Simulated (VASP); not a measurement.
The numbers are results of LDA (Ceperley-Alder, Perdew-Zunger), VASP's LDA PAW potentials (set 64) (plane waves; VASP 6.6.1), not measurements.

The input files of a VASP run:

### KPOINTS
```
kpoints
0
G
3 3 5
```

### INCAR
```
# general
SYSTEM=CaCl2
PREC  =Accurate
ENCUT =300
LREAL =.FALSE.
LASPH =.TRUE.

# electronic loop
EDIFF =1E-6
NELM  =100
ALGO  =Normal

# smearing
ISMEAR=0
SIGMA =0.01

# ions
ISIF  =2

# output
LWAVE =.FALSE.
LCHARG=.FALSE.
```

**POSCAR**
```
CaCl2
1
    6.3113600000     0.0000000000     0.0000000000
    0.0000000000     6.4656700000     0.0000000000
    0.0000000000     0.0000000000     4.1787900000
Ca Cl
2 4
Direct
  0.4965420000   0.5045010000   0.5136650000
 -0.0020750000   0.0095460000  -0.0082600000
  0.7801200000   0.1635170000   0.5180310000
  0.2194120000   0.8215060000   0.4939510000
  0.2829900000   0.3219990000   0.0019560000
  0.7230100000   0.6789310000  -0.0193430000
```

POTCAR, in this order: Ca_sv Cl (LDA.64 set). Program: vasp_std.

### Question
What will the output report for the number of irreducible k-points (NKPTS), largest plane-wave count, number of space-group operations, FFT grid (NGX, NGY, NGZ)?

### Answer

The number of irreducible k-points (NKPTS) is 23, the largest plane-wave count is 2024 and the number of space-group operations is 1. The FFT grid (NGX, NGY, NGZ) comes out as 36 × 40 × 24.

The structure comes from a computed database's CaCl2 entry; how it stands against other phases isn't given here. The cell was not relaxed at this level, atoms are displaced from their ideal sites. The run is one of a series of settings (GGA removed, POTCAR Ca_sv Cl (LDA.64 set) against the base run), some of them coarse on purpose.
